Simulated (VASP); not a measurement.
Wanted: the native input for a VASP 6.6.1 run.

* Task: relaxation of cell and atoms
* Functional: PBE
* Potentials or basis: VASP PAW PBE potentials, release 64 (Zn)
* Cutoff: 600 eV
* k mesh: 21 × 21 × 9
* Occupations: methfessel-paxton, width 0.1 eV
* Spin: no spin polarisation
* Further INCAR settings: ALGO = Normal; EDIFF = 1e-06; IBRION = 2; EDIFFG = -0.01; NSW = 90; ISIF = 3

The structure of Zn lies in POSCAR:

```
Zn
1.0
    2.6700000000      0.0000000000      0.0000000000
   -1.3350000000      2.3122878281      0.0000000000
    0.0000000000      0.0000000000      4.9660000000
Zn
2
Direct
    0.3333333333      0.6666666667      0.2500000000
    0.6666666667      0.3333333333      0.7500000000
```

These files were run (other wordings do the same):

INCAR

```
PREC = Accurate
ENCUT = 600
EDIFF = 1E-6
ISMEAR = 1
SIGMA = 0.1
LREAL = F
LASPH = T
NELM = 80
ALGO = Normal
ISIF = 3
LWAVE = F
LCHARG = F
GGA = PE
IBRION = 2
NSW = 90
EDIFFG = -0.01
```

KPOINTS

```
regular mesh
0
Gamma
  21 21 9
```

Potentials or basis: VASP PAW PBE potentials, release 64 (Zn).

Launch:

```bash
$ cat potpaw_PBE.64/Zn/POTCAR > POTCAR
$ mpirun -np 1 vasp_std > vasp.out
```

It gave:

The relaxed volume is 15.41 Å³/atom and the relaxed cell is a = 2.637 Å, b = 2.637 Å, c = 5.118 Å, α = 90.00°, β = 90.00°, γ = 120.00°. The space group after relaxing (to 0.05 Å) is P6_3/mmc (No. 194) and the energy gained by relaxing is 2.5 meV/atom. The ionic steps are 11. The pressure after relaxing is 0.1 GPa and the band gap on the k mesh is none (metal or under the smearing width).

Wall time 3.9 min on 1 thread of Intel(R) Xeon(R) 6975P-C (Granite Rapids), with other jobs on the host, peak memory 0.26 GiB.
